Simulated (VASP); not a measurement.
An input for Quantum ESPRESSO's pw.x (written as the equivalent of a VASP run, and not itself run):

```
&CONTROL
  calculation = 'scf'
  pseudo_dir = './pseudo'
  outdir = './out'
  tprnfor = .true.
  tstress = .true.
/
&SYSTEM
  ibrav = 0
  nat = 1
  ntyp = 1
  ecutwfc = 68
  occupations = 'smearing'
  smearing = 'methfessel-paxton'
  degauss = 0.00735
  input_dft = 'pbesol'
/
&ELECTRONS
  conv_thr = 7.3e-09
  electron_maxstep = 100
/
ATOMIC_SPECIES
  Ir 192.217 Ir.upf
CELL_PARAMETERS angstrom
     0.0000000    1.8591138    1.8591138
     1.8591138    0.0000000    1.8591138
     1.8591138    1.8591138    0.0000000
ATOMIC_POSITIONS crystal
  Ir   0.0000000  0.0000000  0.0000000
K_POINTS automatic
  16 16 16 0 0 0
```

Question: Write the VASP files for the same calculation (PBEsol).

Answer: One answer among several that fit: 
### KPOINTS
```
Regular mesh
0
Gamma
16 16 16
0 0 0
```

**POSCAR**
```
Ir
1
    0.0000000000     1.8591138343     1.8591138343
    1.8591138343     0.0000000000     1.8591138343
    1.8591138343     1.8591138343     0.0000000000
Ir
1
Direct
  0.0000000000   0.0000000000   0.0000000000
```

### INCAR
```
ALGO  =  Normal
EDIFF  =  1E-7
ENCUT  =  480
GGA  =  PS
ISIF  =  2
ISMEAR  =  1
LASPH  =  T
LCHARG  =  F
LMAXMIX  =  6
LREAL  =  F
LWAVE  =  F
NELM  =  100
PREC  =  Accurate
SIGMA  =  0.1
SYSTEM  =  Ir
```

POTCAR, in this order: Ir (PBE.64 set). Program: vasp_std.

The two are equivalent in intent, not identical: the potentials are each code's own (VASP's PAW set, PseudoDojo norm-conserving files in pw.x), so ENCUT and ecutwfc are chosen apart and not converted; conv_thr bounds pw.x's estimated SCF error, while EDIFF bounds the energy change between steps.

The compound is Ir in the fcc structure. This cell was strained or had an atom moved on purpose.
